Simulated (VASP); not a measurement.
Method: optB86b-vdW, VASP's PBE PAW potentials (set 64) (plane waves; VASP 6.6.1).

A VASP calculation is set up with these files.

**KPOINTS**
```
Automatic mesh
0
Gamma
15 15 15
0 0 0
```

**POSCAR**
```
Mo
1
   -1.5750000000     1.5750000000     1.5750000000
    1.5750000000    -1.5750000000     1.5750000000
    1.5750000000     1.5750000000    -1.5750000000
Mo
1
Direct
  0.0000000000   0.0000000000   0.0000000000
```

### INCAR
```
# general
SYSTEM    =  Mo
PREC      =  Accurate
ENCUT     =  520
LREAL     =  .FALSE.
LASPH     =  .TRUE.

# electronic loop
EDIFF     =  1E-6
NELM      =  100
ALGO      =  Normal
LMAXMIX   =  4

# smearing
ISMEAR    =  1
SIGMA     =  0.1

# functional
GGA       =  MK
LUSE_VDW  =  .TRUE.
AGGAC     =  0.0
PARAM1    =  0.1234
PARAM2    =  1.0

# ions
IBRION    =  2
NSW       =  60
ISIF      =  3
EDIFFG    =  -0.01

# output
LWAVE     =  .FALSE.
LCHARG    =  .FALSE.
```

POTCAR, in this order: Mo_sv (PBE.64 set). Program: vasp_std.

Task: What will the output report for the number of irreducible k-points (NKPTS), largest plane-wave count, number of space-group operations, FFT grid (NGX, NGY, NGZ)?

Result: 
```yaml
number of irreducible k-points (NKPTS): 120
largest_plane_wave_count: 432
number_of_space_group_operations: 48
FFT grid (NGX, NGY, NGZ): 20 × 20 × 20
```

The compound is Mo in the bcc structure. This run relaxes it. Symmetry was kept, so distortions that lower it aren't found.
